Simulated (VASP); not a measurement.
Input:

```
WSi2
1.0
   -1.61540     1.63418     3.96506
    1.61540    -1.63418     3.96506
    1.61540     1.63418    -3.96506
Si W
2 1
Direct
  0.66500   0.66500   0.00000
  0.33500   0.33500   0.00000
  0.00000   0.01659   0.01659
```

Level of theory: PBE GGA, VASP's PBE PAW potentials (set 64) (plane waves; VASP). Numerical set-up: 800 eV cut-off, 12×12×12 Γ-centred mesh, first-order Methfessel-Paxton smearing of 0.10 eV, potentials Si W_sv.

Unless said otherwise, spin-orbit coupling is left out, though it shifts the bands of the heavy elements here.

Question: Predict the energy per atom (σ→0), pressure, largest force, band gap (on the k-mesh) with the smallest direct gap where there is one.

Answer: 
| Quantity | Result |
|---|---|
| band gap (on the k-mesh) | none (metal, semimetal or under 0.01 eV) |
| energy per atom (σ→0) | -8.263 eV/atom |
| pressure | -4.00 GPa |
| largest force | 0.498 eV/Å |

Only differences to runs with the same potentials and settings are physical.

The compound is WSi2 in the MoSi2 type structure. The cell was not relaxed at this level. The run is one of a series of settings (ENCUT = 800 against the base run), some of them coarse on purpose.
